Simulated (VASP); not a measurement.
Co (space group P6_3/mmc): computed properties

These are LDA (Ceperley-Alder, Perdew-Zunger), VASP's LDA PAW potentials (set 64) (plane waves; VASP) values and carry that method's errors.

| Item | Value |
|---|---|
| space group | P6_3/mmc (194) |
| cell | a = b = 2.425 Å, c = 3.908 Å, α = β = 90.00°, γ = 120.00° |
| volume per atom | 9.95 Å^3/atom |
| band gap (over mesh and band path) | none (metal, semimetal or under 0.01 eV) |
| cell moment | 2.95 μB |
| band gap with spin-orbit coupling | none (metallic) |
| density | 9.84 g/cm³ |

Space group P6₃/mmc (No. 194); a = b = 2.425 Å, c = 3.908 Å, α = β = 90.00°, γ = 120.00°

```json
[
 {"atom": "Co", "site": "2c", "symmetry": "-6m2", "x": "0.3333", "y": "0.6667", "z": "0.2500"}
]
```

The run has a spin-polarised start.

The structure comes from a computed database's Co entry (P6_3/mmc); how it stands against other phases isn't given here. It was relaxed first, which changed the volume by -7 %. Symmetry was kept, so distortions that lower it aren't found.
